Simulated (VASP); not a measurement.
Given:

```xyz
3
Lattice="3.7335 0.0000 0.0000 -1.8667 3.2333 0.0000 0.0000 0.0000 6.1099" Properties=species:S:1:pos:R:3 pbc="T T T"
Zr     0.0000     0.0000     0.0000
S      1.8667     1.0778     4.6563
S      0.0000     2.1555     1.4536
```

All values below come from PBE GGA, VASP's PBE PAW potentials (set 64) (plane waves; VASP). Numerical set-up: 300 eV cut-off, 10×10×6 Γ-centred mesh, Gaussian smearing of 0.010 eV, potentials Zr_sv S.

At this cut-off the stress carries a Pulay error, which pulls relaxed volumes low.

### Question
Which forces act on the atoms, in eV/Å?

### Answer

| atom | Fx | Fy | Fz |
|---|---|---|---|
| Zr1 | 0.000 | 0.000 | 0.000 |
| S2 | 0.000 | 0.000 | 0.298 |
| S3 | 0.000 | 0.000 | -0.298 |

### Question
Give the stress tensor in GPa (positive for a compressed cell).

### Answer

```
-3.20   0.00   0.00
 0.00  -3.20   0.00
 0.00   0.00  -1.61
```
The pressure is its mean diagonal, -2.67 GPa.

The structure comes from a computed database's ZrS2 entry; how it stands against other phases isn't given here. The cell was not relaxed at this level.
